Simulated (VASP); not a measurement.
Data:

```xyz
2
Lattice="0.0000 3.0074 3.0074 3.0074 0.0000 3.0074 3.0074 3.0074 0.0000" Properties=species:S:1:pos:R:3 pbc="T T T"
In     0.0000     0.0000     0.0000
P      1.5037     1.5037     1.5037
```

Method: RPBE GGA, VASP's PBE PAW potentials (set 64) (plane waves; VASP). Settings: 520 eV cut-off, Gaussian smearing of 0.050 eV, potentials In_d P.

Unless said otherwise, spin-orbit coupling is left out, though it shifts the bands of the heavy elements here.

**Question.** Predict the band gap (along the path) with the smallest direct gap where there is one.

**Answer.** 
* **band gap (along the path)**: 0.42 eV
* **smallest direct gap (along the path)**: 0.42 eV

The compound is InP in the zinc blende structure. It was relaxed first, which changed the volume by +8 %.
